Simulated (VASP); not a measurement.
These are RPBE GGA, VASP's PBE PAW potentials (set 64) (plane waves; VASP) values and carry that method's errors.

VASP input:

File POSCAR:
```
Tm
3.6039890
  0.4999999613  -0.8660253573   0.0000000000
  0.4999999613   0.8660253573   0.0000000000
  0.0000000000   0.0000000000   1.5589392710
Tm
2
Cart
  0.4999999613   0.2886756965   0.3897348178
  0.4999999613  -0.2886756965   1.1692044533
```

File KPOINTS:
```
Automatic mesh
0
gamma
  13 13 7
0 0 0
```

### INCAR
```
SYSTEM = Tm
PREC = Accurate
ENCUT = 520
EDIFF = 1E-7
NELM = 100
ALGO = Normal
LREAL = .FALSE.
LASPH = .TRUE.
ISMEAR = -5
GGA = RP
LMAXMIX = 6
LWAVE = .FALSE.
LCHARG = .TRUE.
LORBIT = 11
NEDOS = 601
ISIF = 2
```

POTCAR, in this order: Tm_3 (PBE.64 set). Program: vasp_std.

Output

OSZICAR:
```
       N       E                     dE             d eps       ncg     rms          rms(c)
DAV:   1     0.646867685335E+02    0.64687E+02   -0.84461E+03  2192   0.130E+03
DAV:   2    -0.372125374037E+01   -0.68408E+02   -0.67441E+02  2248   0.396E+02
DAV:   3    -0.814872716513E+01   -0.44275E+01   -0.41076E+01  3574   0.599E+01
DAV:   4    -0.828678150614E+01   -0.13805E+00   -0.13492E+00  3546   0.913E+00
DAV:   5    -0.828812093614E+01   -0.13394E-02   -0.13518E-02  3106   0.831E-01    0.232E+01
DAV:   6    -0.828575293371E+01    0.23680E-02   -0.36697E-02  3396   0.234E+00    0.138E+01
DAV:   7    -0.830263125088E+01   -0.16878E-01   -0.66359E-02  3336   0.309E+00    0.394E-01
DAV:   8    -0.830258674970E+01    0.44501E-04   -0.37419E-03  2859   0.542E-01    0.117E-01
DAV:   9    -0.830261170137E+01   -0.24952E-04   -0.26920E-04  3561   0.174E-01    0.328E-02
DAV:  10    -0.830260753787E+01    0.41635E-05   -0.38811E-05  3218   0.586E-02    0.443E-02
DAV:  11    -0.830260791898E+01   -0.38110E-06   -0.47691E-06  2833   0.206E-02    0.149E-03
DAV:  12    -0.830260811532E+01   -0.19634E-06   -0.32509E-07  2198   0.641E-03    0.827E-04
DAV:  13    -0.830260815047E+01   -0.35149E-07   -0.39778E-08  1647   0.337E-03
   1 F= -.83026082E+01 E0= -.83026082E+01  d E =0.000000E+00
```

### OUTCAR
```
------------------------ aborting loop because EDIFF is reached ----------------------------------------
  FORCE on cell =-STRESS in cart. coord.  units (eV):
  Direction    XX          YY          ZZ          XY          YZ          ZX
  --------------------------------------------------------------------------------------
  Total        0.0906247      0.0906247      0.0013619      0.0000000     -0.0000000      0.0000000
  in kB        2.2974555      2.2974556      0.0345252      0.0000000     -0.0000000      0.0000000
  external PRESSURE =       1.5431454 kB  Pullay stress =       0.0000000 kB
  volume of cell :       63.20
      direct lattice vectors                 reciprocal lattice vectors
     1.801994360 -3.121145862  0.000000000     0.277470347 -0.160197576  0.000000000
     1.801994360  3.121145862  0.000000000     0.277470347  0.160197576  0.000000000
     0.000000000  0.000000000  5.618399984     0.000000000  0.000000000  0.177986616
 POSITION                                       TOTAL-FORCE (eV/Angst)
 -----------------------------------------------------------------------------------
      1.80199      1.04038      1.40460         0.000000     -0.000000      0.000000
      1.80199     -1.04038      4.21380        -0.000000      0.000000      0.000000
 -----------------------------------------------------------------------------------
    total drift:                                0.000000      0.000074     -0.000011
  FREE ENERGIE OF THE ION-ELECTRON SYSTEM (eV)
  ---------------------------------------------------
  free  energy   TOTEN  =        -8.3026081505 eV

  energy  without entropy=       -8.3026081505  energy(sigma->0) =       -8.30260815

 total charge

# of ion       s       p       d       tot
------------------------------------------
    1        0.525   6.553   0.982   8.061
    2        0.525   6.553   0.982   8.061
--------------------------------------------------
tot          1.050  13.107   1.964  16.121
```
(Selected blocks of OUTCAR.)

The 4f electrons are frozen in the core of the lanthanide potential, so 4f levels, which can set the real gap, and their magnetism are missing. For a metal the tetrahedron method with Blöchl corrections gives inexact stress and forces.

The compound is Tm in the hcp structure. It was relaxed first.
